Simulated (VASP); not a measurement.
VASP runs on PtAl2 (fluorite) share one base input (PBE GGA, plane waves, VASP's PBE PAW potentials (set 64)) and change the settings named in each case.

**KPOINTS**
```
Regular mesh
0
gamma
 8 8 8
```

### INCAR
```
ISIF  =  2   ! forces and stress, cell fixed
LMAXMIX  =  6   ! l cut-off of mixed one-centre charges
LREAL  =  .False.   ! projection in real space or not
ENCUT  =  400   ! plane-wave cut-off (eV)
SIGMA  =  0.1   ! width (eV)
GGA  =  PE
LWAVE  =  .False.
PREC  =  Accurate
LCHARG  =  .False.
LASPH  =  .True.   ! aspherical one-centre terms
ALGO  =  Normal   ! blocked Davidson
NELM  =  100
EDIFF  =  1E-6   ! SCF stop (eV)
ISMEAR  =  1
SYSTEM  =  PtAl2
```

**POSCAR**
```
PtAl2
1.0
  0.0000000000   2.9550000000   2.9550000000
  2.9550000000   0.0000000000   2.9550000000
  2.9550000000   2.9550000000   0.0000000000
Al Pt
2 1
Cartesian
  1.4775000000   1.4775000000   1.4775000000
  4.4325000000   4.4325000000   4.4325000000
  0.0000000000   0.0000000000   0.0000000000
```

POTCAR, in this order: Al Pt (PBE.64 set). Program: vasp_std.

| change | E(σ→0) (eV/atom) |
|---|---|
| base run | -5.4105 |
| ENCUT = 800, POTCAR Al_sv_GW Pt (PBE.64 set) | -5.4227 |
| ENCUT = 520, POTCAR Al_GW Pt (PBE.64 set) | -5.4156 |
| ENCUT = 520, POTCAR Al Pt_pv (PBE.64 set) | -5.4051 |
| ENCUT = 520 | -5.4107 |
| ENCUT = 800 | -5.4106 |
 Energies of different potentials or functionals have different zeros. Unless said otherwise, spin-orbit coupling is left out, though it shifts the bands of the heavy elements here.

Left out are runs that ran out of time, are held back, or changed the cell or the kind of run, fixed moments of cells without a moment, rows past the twelfth, gaps on odd meshes, pressures of charged cells and columns that move by less than the noise.

The compound is PtAl2 in the fluorite structure. The cell was not relaxed at this level.
